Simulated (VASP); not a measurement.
Consider the following.

```yaml
crystal:
  lattice:
    - [1.68810, -2.92387, 0.00000]
    - [1.68810, 2.92387, 0.00000]
    - [0.00000, 0.00000, 5.37540]
  atoms:
    - { symbol: Sc, position: [0.33333, 0.66667, 0.25000] }
    - { symbol: Sc, position: [0.66667, 0.33333, 0.75000] }
```

Level of theory: PBE GGA, VASP's PBE PAW potentials (set 64) (plane waves; VASP 6.6.1). Settings: 400 eV cut-off, 11×11×6 Γ-centred mesh, first-order Methfessel-Paxton smearing of 0.10 eV, potentials Sc_sv.

Predict the energy per atom (σ→0), pressure, band gap (on the k-mesh) with the smallest direct gap where there is one.

```
Property                                                     Value
------------------------  ----------------------------------------
band gap (on the k-mesh)  none (metal, semimetal or under 0.01 eV)
energy per atom (σ→0)                               -6.225 eV/atom
pressure                                                 -3.60 GPa
```

The compound is Sc in the hcp structure. The cell was not relaxed at this level.
